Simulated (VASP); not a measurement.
Output of a VASP run:

**OSZICAR**
```
       N       E                     dE             d eps       ncg     rms          rms(c)
DAV:   1     0.839972242739E+02    0.83997E+02   -0.66005E+03   934   0.856E+02
DAV:   2    -0.580911726656E+00   -0.84578E+02   -0.80848E+02  1045   0.231E+02
DAV:   3    -0.381740256862E+01   -0.32365E+01   -0.32265E+01  1065   0.476E+01
DAV:   4    -0.385052463037E+01   -0.33122E-01   -0.33119E-01  1267   0.427E+00
DAV:   5    -0.385060607644E+01   -0.81446E-04   -0.81446E-04  1090   0.197E-01    0.670E+00
DAV:   6    -0.365472016473E+01    0.19589E+00   -0.48030E-01  1025   0.971E+00    0.542E+00
DAV:   7    -0.364887086668E+01    0.58493E-02   -0.98822E-02  1025   0.239E+00    0.210E+00
DAV:   8    -0.364828376778E+01    0.58710E-03   -0.95617E-03   935   0.129E+00    0.535E-01
DAV:   9    -0.364831470941E+01   -0.30942E-04   -0.81629E-04  1085   0.344E-01    0.111E-01
DAV:  10    -0.364834543905E+01   -0.30730E-04   -0.92951E-05  1003   0.946E-02    0.499E-02
DAV:  11    -0.364836010852E+01   -0.14669E-04   -0.32027E-05   965   0.459E-02    0.259E-02
DAV:  12    -0.364835900059E+01    0.11079E-05   -0.40022E-06  1065   0.161E-02    0.153E-02
DAV:  13    -0.364835896625E+01    0.34343E-07   -0.29843E-07   515   0.396E-03
   1 F= -.36483590E+01 E0= -.36484603E+01  d E =-.364836E+01
       N       E                     dE             d eps       ncg     rms          rms(c)
DAV:   1    -0.364879803224E+01   -0.43903E-03   -0.87221E-03   995   0.113E+00    0.158E-01
DAV:   2    -0.364842494441E+01    0.37309E-03   -0.97472E-04   970   0.453E-01    0.508E-02
DAV:   3    -0.364838494576E+01    0.39999E-04   -0.10931E-04   945   0.102E-01    0.497E-02
DAV:   4    -0.364837696409E+01    0.79817E-05   -0.12455E-05   990   0.272E-02    0.844E-03
DAV:   5    -0.364837601424E+01    0.94985E-06   -0.18955E-06   498   0.176E-02
   2 F= -.36483760E+01 E0= -.36484773E+01  d E =-.170480E-04
```

File OUTCAR:
```
------------------------ aborting loop because EDIFF is reached ----------------------------------------
  FORCE on cell =-STRESS in cart. coord.  units (eV):
  Direction    XX          YY          ZZ          XY          YZ          ZX
  --------------------------------------------------------------------------------------
  Total       -0.0001012     -0.0001012     -0.0001012      0.0000000     -0.0000000      0.0000000
  in kB       -0.0022154     -0.0022154     -0.0022154      0.0000000     -0.0000000      0.0000000
  external PRESSURE =      -0.0022154 kB  Pullay stress =       0.0000000 kB
  volume of cell :       73.21
      direct lattice vectors                 reciprocal lattice vectors
     0.000000000  3.320316595  3.320316595    -0.150588050  0.150588050  0.150588050
     3.320316595  0.000000000  3.320316595     0.150588050 -0.150588050  0.150588050
     3.320316595  3.320316595  0.000000000     0.150588050  0.150588050 -0.150588050
 POSITION                                       TOTAL-FORCE (eV/Angst)
 -----------------------------------------------------------------------------------
      0.00000      0.00000      0.00000        -0.000000      0.000000     -0.000000
      1.66016      1.66016      1.66016         0.000000     -0.000000      0.000000
 -----------------------------------------------------------------------------------
    total drift:                                0.000000      0.000000      0.000000
  FREE ENERGIE OF THE ION-ELECTRON SYSTEM (eV)
  ---------------------------------------------------
  free  energy   TOTEN  =        -3.6483760142 eV

  energy  without entropy=       -3.6486798689  energy(sigma->0) =       -3.64847730

 reached required accuracy - stopping structural energy minimisation
```
(Selected blocks of OUTCAR.)

POSCAR:
```
HgTe
1
    0.0000000000     3.3185245710     3.3185245710
    3.3185245710     0.0000000000     3.3185245710
    3.3185245710     3.3185245710     0.0000000000
Hg Te
1 1
Direct
  0.0000000000   0.0000000000   0.0000000000
  0.2500000000   0.2500000000   0.2500000000
```

Q: Write an INCAR and KPOINTS that could have produced this output.

A: This is not unique; one that fits is the input of the run itself, PBE GGA, plane waves, VASP's PBE PAW potentials (set 64).

**KPOINTS**
```
Automatic mesh
0
Gamma
9 9 9
0 0 0
```

**INCAR**
```
SYSTEM = HgTe
PREC = Accurate
ENCUT = 350
EDIFF = 1E-6
NELM = 100
ALGO = Normal
LREAL = .FALSE.
LASPH = .TRUE.
ISMEAR = 1
SIGMA = 0.1
GGA = PE
LMAXMIX = 6
LWAVE = .FALSE.
LCHARG = .FALSE.
IBRION = 2
ISIF = 3
NSW = 60
EDIFFG = -0.01
```

POTCAR, in this order: Hg Te (PBE.64 set). Program: vasp_std.

The compound is HgTe in the zinc blende structure. This run relaxes it. Symmetry was kept, so distortions that lower it aren't found. The start is the result of an earlier pass.
